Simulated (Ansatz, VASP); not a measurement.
One calculation of HfZrSe4, two programs

INCAR

```
SYSTEM = HfZrSe4
PREC     = Accurate       ! precision mode
ENCUT    = 600            ! plane-wave cutoff, eV
EDIFF    = 1E-6           ! SCF threshold, eV
ISMEAR   = 0              ! smearing method
SIGMA    = 0.1            ! smearing width, eV
LREAL    = .False.        ! projectors in reciprocal space
LASPH    = .True.         ! aspherical terms in the spheres
NELM     = 100            ! most SCF steps
ALGO     = Normal         ! electronic algorithm
ISIF     = 3              ! what is computed and relaxed
LWAVE    = .False.        ! write WAVECAR
LCHARG   = .False.        ! write CHGCAR
GGA      = PE             ! functional
IBRION   = 2              ! ionic algorithm
NSW      = 90             ! ionic steps
EDIFFG   = -0.04          ! ionic threshold
```

Contents of KPOINTS:

```
regular mesh
0
Gamma
  4 4 4
  0 0 0
```

POSCAR

```
HfZrSe4
1.0
    0.0000000000      4.1340013800      4.1340013800
    4.1340013800      0.0000000000      4.1340013800
    4.1340013800      4.1340013800      0.0000000000
Zr Hf Se
1 1 4
Direct
    0.0000000000      0.0000000000      0.0000000000
    0.2500000000      0.2500000000      0.2500000000
    0.1240070500      0.6253309800      0.6253309800
    0.6253309800      0.1240070500      0.6253309800
    0.6253309800      0.6253309800      0.1240070500
    0.6253309800      0.6253309800      0.6253309800
```

Input for Ansatz:

```yaml
crystal:
  lattice:
    - [0.0, 4.13400138, 4.13400138]
    - [4.13400138, 0.0, 4.13400138]
    - [4.13400138, 4.13400138, 0.0]
  atoms:
    - { symbol: Zr, position: [0.0, 0.0, 0.0] }
    - { symbol: Hf, position: [0.25, 0.25, 0.25] }
    - { symbol: Se, position: [0.12400705, 0.62533098, 0.62533098] }
    - { symbol: Se, position: [0.62533098, 0.12400705, 0.62533098] }
    - { symbol: Se, position: [0.62533098, 0.62533098, 0.12400705] }
    - { symbol: Se, position: [0.62533098, 0.62533098, 0.62533098] }
basis:
  ecutwfc: 420
kpoints:
  mp_grid: { grid: [4, 4, 4] }
hamiltonian:
  xc: pbe
scf:
  occupations: { method: gaussian, width: 0.1 }
  lower_state_search: "off"
output:
  forces: true
  stress: true
  eigenvalues: true
relax:
  adjacent_minimum: "off"
  f_tol: 0.04
  max_steps: 70
  cell: { stress_tol: 0.4 }
```

Change from the starting cell: species swapped into the ErInCo4 type (F-43m, No. 216).

Alike in both runs: task relaxation of cell and atoms; functional PBE; k mesh 4 × 4 × 4; occupations gaussian, width 0.1 eV; no spin polarisation.

|  | VASP | Ansatz |
| --- | --- | --- |
| version | VASP 6.6.1 | Ansatz 0.2.0 |
| potentials or method | VASP PAW PBE potentials, release 64 (Zr_sv, Hf_pv, Se) | scalar-relativistic, plane waves, PAW |
| plane-wave cutoff (eV) | 600 | 420 |
| valence electrons in the cell | 46 | 102 |

Ansatz gave:

| Property | Result |
| --- | --- |
| gap on the k mesh at the Fermi level, each at its own relaxed structure (eV) | none |
| relaxed volume (Å³/atom) | 21.01 |
| relaxed cell length with the largest relative difference (Å) | 5.628 |
| energy change over the relaxation (meV/atom) | -62 |

Problem. Which values does VASP return?

Solution. gap on the k mesh at the Fermi level, each at its own relaxed structure (eV): none; relaxed volume (Å³/atom): 20.97; relaxed cell length with the largest relative difference (Å): 5.625; energy change over the relaxation (meV/atom): -63.

A gap of «none» marks a metal or a gap that the smearing closes. The two sets of potentials don't hold the same shells in valence.

The runs have no spin-orbit coupling, so splittings on Hf are missing.
